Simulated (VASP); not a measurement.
Output of a VASP run:

**OUTCAR**
```
 ion  position               nearest neighbor table
   1  0.333  0.667  0.879-   6 2.71   6 2.71   6 2.71   4 3.61
   2  0.667  0.333  0.379-   5 2.71   5 2.71   5 2.71   3 3.61
   3  0.667  0.333  0.121-   5 2.71   5 2.71   5 2.71   2 3.61
   4  0.333  0.667  0.621-   6 2.71   6 2.71   6 2.71   1 3.61
   5  0.333  0.667  0.250-   2 2.71   3 2.71   2 2.71   3 2.71   2 2.71   3 2.71
   6  0.667  0.333  0.750-   1 2.71   4 2.71   1 2.71   4 2.71   1 2.71   4 2.71
  LATTYP: Found a hexagonal cell.
 ALAT       =     3.4974420203
 C/A-ratio  =     3.9952495209
 Subroutine PRICEL returns:
 Original cell was already a primitive cell.
 Subroutine GETGRP returns: Found 24 space group operations
The static configuration has the point symmetry D_3d.
 The point group associated with its full space group is D_6h.
The dynamic configuration has the point symmetry D_3d.
 Subroutine INISYM returns: Found 24 space group operations
 Subroutine IBZKPT returns following result:
 Found     16 irreducible k-points:

 Following reciprocal coordinates:
            Coordinates               Weight
  0.000000  0.000000  0.000000      1.000000
  0.142857 -0.000000  0.000000      6.000000
  0.285714  0.000000  0.000000      6.000000
  0.428571  0.000000  0.000000      6.000000
  0.142857  0.142857  0.000000      6.000000
  0.285714  0.142857  0.000000     12.000000
  0.428571  0.142857  0.000000      6.000000
  0.285714  0.285714  0.000000      6.000000
  0.000000  0.000000  0.500000      1.000000
  0.142857 -0.000000  0.500000      6.000000
  0.285714  0.000000  0.500000      6.000000
  0.428571  0.000000  0.500000      6.000000
  0.142857  0.142857  0.500000      6.000000
  0.285714  0.142857  0.500000     12.000000
  0.428571  0.142857  0.500000      6.000000
  0.285714  0.285714  0.500000      6.000000
   k-points           NKPTS =     16   k-points in BZ     NKDIM =     16   number of bands    NBANDS=     31
   number of dos      NEDOS =    301   number of ions     NIONS =      6
   total plane-waves  NPLWV =  84672
   dimension x,y,z NGX =    28 NGY =   28 NGZ =  108
   dimension x,y,z NGXF=    56 NGYF=   56 NGZF=  216
   ions per type =               4   2
   PREC   = accura    normal or accurate (medium, high low for compatibility)
   ISTART =      0    job   : 0-new  1-cont  2-samecut
   ICHARG =      2    charge: 1-file 2-atom 10-const
   ISPIN  =      1    spin polarized calculation?
   LNONCOLLINEAR =      F non collinear calculations
   LSORBIT =      F    spin-orbit coupling
   INIWAV =      1    electr: 0-lowe 1-rand  2-diag
   ENCUT  =  520.0 eV  38.22 Ry    6.18 a.u.   6.50  6.50 25.98*2*pi/ulx,y,z
   NELM   =    100;   NELMIN=  2; NELMDL= -5     # of ELM steps
   EDIFF  = 0.1E-05   stopping-criterion for ELM
   LREAL  =      F    real-space projection
   NLSPLINE    = F    spline interpolate recip. space projectors
   LMAXMIX     =    4 max onsite mixed and CHGCAR
   VOSKOWN=      0    Vosko Wilk Nusair interpolation
   EDIFFG = -.2E-01   stopping-criterion for IOM
   NSW    =     60    number of steps for IOM
   NBLOCK =      1;   KBLOCK =     60    inner block; outer block
   IBRION =      2    ionic relax: 0-MD 1-quasi-New 2-CG
   NFREE  =      1    steps in history (QN), initial steepest desc. (CG)
   ISIF   =      3    stress and relaxation
   ISYM   =      2    0-nonsym 1-usesym 2-fastsym
   TEIN   =    0.0    initial temperature
   TEBEG  =    0.0;   TEEND  =   0.0 temperature during run
   SMASS  =  -3.00    Nose mass-parameter (am)
   PSTRESS=    0.0 pullay stress
   NELECT =      52.0000    total number of electrons
   EFERMI =   0.00;   METHOD = LEGACY
   ISMEAR =     0;   SIGMA  =   0.05  broadening in eV -4-tet -1-fermi 0-gaus
   IALGO  =     38    algorithm
   LDIAG  =      T    sub-space diagonalisation (order eigenvalues)
   IMIX   =      4    mixing-type and parameters
     AMIX     =   0.40;   BMIX     =  1.00
     AMIX_MAG =   1.60;   BMIX_MAG =  1.00
     AMIN     =   0.10
   GGA     = CX    functional components
   VOSKOWN =     0    Vosko Wilk Nusair interpolation
...
```

**OSZICAR**
```
...
DAV:   3    -0.239274487175E+02    0.25843E-03   -0.14496E-03  1056   0.150E-01    0.387E-02
DAV:   4    -0.239274301629E+02    0.18555E-04   -0.17786E-04  1174   0.605E-02    0.381E-02
DAV:   5    -0.239274254082E+02    0.47546E-05   -0.27273E-05  1232   0.263E-02    0.401E-02
DAV:   6    -0.239274256129E+02   -0.20469E-06   -0.24628E-06   709   0.766E-03
   7 F= -.23927426E+02 E0= -.23927426E+02  d E =-.330279E-03
       N       E                     dE             d eps       ncg     rms          rms(c)
DAV:   1    -0.239340972814E+02   -0.66719E-02   -0.23037E-01  1000   0.298E+00    0.630E-01
DAV:   2    -0.239307338643E+02    0.33634E-02   -0.62157E-02  1159   0.121E+00    0.500E-01
DAV:   3    -0.239284158755E+02    0.23180E-02   -0.12888E-02  1056   0.447E-01    0.115E-01
DAV:   4    -0.239282458761E+02    0.17000E-03   -0.15992E-03  1161   0.180E-01    0.114E-01
DAV:   5    -0.239282014876E+02    0.44388E-04   -0.24700E-04  1225   0.805E-02    0.120E-01
DAV:   6    -0.239282026284E+02   -0.11408E-05   -0.25327E-05  1178   0.235E-02    0.479E-02
DAV:   7    -0.239282028815E+02   -0.25308E-06   -0.61216E-06   987   0.123E-02
   8 F= -.23928203E+02 E0= -.23928203E+02  d E =-.110755E-02
       N       E                     dE             d eps       ncg     rms          rms(c)
DAV:   1    -0.239523753063E+02   -0.24173E-01   -0.92520E-01  1000   0.600E+00    0.125E+00
DAV:   2    -0.239387591581E+02    0.13616E-01   -0.24629E-01  1158   0.240E+00    0.998E-01
DAV:   3    -0.239295954437E+02    0.91637E-02   -0.49844E-02  1063   0.888E-01    0.232E-01
DAV:   4    -0.239289078917E+02    0.68755E-03   -0.63473E-03  1175   0.359E-01    0.229E-01
DAV:   5    -0.239287310585E+02    0.17683E-03   -0.10144E-03  1232   0.164E-01    0.240E-01
DAV:   6    -0.239287346316E+02   -0.35731E-05   -0.11356E-04  1227   0.492E-02    0.946E-02
DAV:   7    -0.239287350975E+02   -0.46584E-06   -0.27828E-05  1160   0.262E-02    0.420E-02
DAV:   8    -0.239287340091E+02    0.10884E-05   -0.31515E-06   927   0.859E-03    0.259E-02
DAV:   9    -0.239287335869E+02    0.42214E-06   -0.30444E-07   552   0.276E-03
   9 F= -.23928734E+02 E0= -.23928734E+02  d E =-.163825E-02
       N       E                     dE             d eps       ncg     rms          rms(c)
DAV:   1    -0.239291182395E+02   -0.38423E-03   -0.38564E-02  1057   0.113E+00    0.139E-01
DAV:   2    -0.239288107673E+02    0.30747E-03   -0.19798E-03  1070   0.239E-01    0.806E-02
DAV:   3    -0.239287304885E+02    0.80279E-04   -0.22449E-04  1237   0.739E-02    0.457E-02
DAV:   4    -0.239287214283E+02    0.90602E-05   -0.97083E-05  1175   0.507E-02    0.371E-02
DAV:   5    -0.239287185505E+02    0.28778E-05   -0.21987E-05  1137   0.234E-02    0.911E-03
DAV:   6    -0.239287186906E+02   -0.14017E-06   -0.36986E-06   790   0.841E-03
  10 F= -.23928719E+02 E0= -.23928719E+02  d E =0.148963E-04
       N       E                     dE             d eps       ncg     rms          rms(c)
DAV:   1    -0.239289644660E+02   -0.24592E-03   -0.10239E-02  1057   0.584E-01    0.738E-02
DAV:   2    -0.239288842443E+02    0.80222E-04   -0.53400E-04  1070   0.125E-01    0.417E-02
DAV:   3    -0.239288638829E+02    0.20361E-04   -0.63913E-05  1230   0.387E-02    0.245E-02
DAV:   4    -0.239288617391E+02    0.21438E-05   -0.29149E-05  1182   0.279E-02    0.193E-02
DAV:   5    -0.239288609955E+02    0.74368E-06   -0.45794E-06   825   0.111E-02
  11 F= -.23928861E+02 E0= -.23928861E+02  d E =-.127409E-03
```

File OUTCAR:
```
------------------------ aborting loop because EDIFF is reached ----------------------------------------
  FORCE on cell =-STRESS in cart. coord.  units (eV):
  Direction    XX          YY          ZZ          XY          YZ          ZX
  --------------------------------------------------------------------------------------
  Total       -0.0904437     -0.0904436     -0.0192445      0.0000000      0.0000000      0.0000000
  in kB       -0.9780486     -0.9780483     -0.2081076      0.0000000      0.0000000      0.0000000
  external PRESSURE =      -0.7214015 kB  Pullay stress =       0.0000000 kB
  volume of cell :      148.16
      direct lattice vectors                 reciprocal lattice vectors
     1.754266751 -3.038478725 -0.000000000     0.285019368 -0.164556031 -0.000000000
     1.754266751  3.038478725  0.000000000     0.285019368  0.164556031  0.000000000
     0.000000000 -0.000000000 13.897814979    -0.000000000 -0.000000000  0.071953757
 POSITION                                       TOTAL-FORCE (eV/Angst)
 -----------------------------------------------------------------------------------
      1.75427      1.01283     12.23889        -0.000000     -0.000000     -0.004967
      1.75427     -1.01283      5.28998        -0.000000     -0.000000     -0.004967
      1.75427     -1.01283      1.65893        -0.000000     -0.000000      0.004967
      1.75427      1.01283      8.60784        -0.000000     -0.000000      0.004967
      1.75427      1.01283      3.47445        -0.000000      0.000000      0.000000
      1.75427     -1.01283     10.42336         0.000000     -0.000000      0.000000
 -----------------------------------------------------------------------------------
    total drift:                               -0.000250      0.001619     -0.000026
  FREE ENERGIE OF THE ION-ELECTRON SYSTEM (eV)
  ---------------------------------------------------
  free  energy   TOTEN  =       -23.9288609955 eV

  energy  without entropy=      -23.9288609954  energy(sigma->0) =      -23.92886100

 reached required accuracy - stopping structural energy minimisation
```
(Selected blocks of OUTCAR.)

POSCAR:
```
MoTe2
1
    1.7487211891    -3.0288735345    -0.0000000000
    1.7487211891     3.0288735345     0.0000000000
    0.0000000000     0.0000000000    13.9731535559
Te Mo
4 2
Direct
  0.3333330000   0.6666670000   0.8791597395
  0.6666670000   0.3333330000   0.3791597395
  0.6666670000   0.3333330000   0.1208402605
  0.3333330000   0.6666670000   0.6208402605
  0.3333330000   0.6666670000   0.2500000000
  0.6666670000   0.3333330000   0.7500000000
```

### Question
Reconstruct the remaining input files.

### Answer
Several could match; the one computed here: the input of the run itself, vdW-DF-cx, plane waves, VASP's PBE PAW potentials (set 64).

INCAR:
```
# general
SYSTEM  =MoTe2
PREC    =Accurate
ENCUT   =520
LREAL   =F
LASPH   =T

# electronic loop
EDIFF   =1E-6
NELM    =100
ALGO    =Normal
LMAXMIX =4

# smearing
ISMEAR  =0
SIGMA   =0.05

# functional
GGA     =CX
LUSE_VDW=T
AGGAC   =0.0

# ions
IBRION  =2
NSW     =60
ISIF    =3
EDIFFG  =-0.02

# output
LWAVE   =F
LCHARG  =F
```

File KPOINTS:
```
Automatic mesh
0
Gamma
7 7 2
0 0 0
```

POTCAR, in this order: Te Mo_sv (PBE.64 set). Program: vasp_std.

The compound is MoTe2 in the 2H layered structure. This run relaxes it. Symmetry was kept, so distortions that lower it aren't found. The start is the result of an earlier pass.
